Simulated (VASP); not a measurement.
Input:

```xyz
1
Lattice="0.0000 1.8133 1.8133 1.8133 0.0000 1.8133 1.8133 1.8133 0.0000" Properties=species:S:1:pos:R:3 pbc="T T T"
Cu     0.0000     0.0000     0.0000
```

The numbers are results of revPBE GGA, VASP's PBE PAW potentials (set 64) (plane waves; VASP), not measurements. Settings: 520 eV cut-off, 17×17×17 Γ-centred mesh, first-order Methfessel-Paxton smearing of 0.10 eV, potentials Cu.

Q: Give the stress tensor in GPa (positive for a compressed cell).

A: 
```
4.19  0.00  0.00
0.00  4.19  0.00
0.00  0.00  4.19
```
The pressure is its mean diagonal, 4.19 GPa.

The compound is Cu in the fcc structure. This cell is one point of a volume scan, at 0.97 of the reference volume.
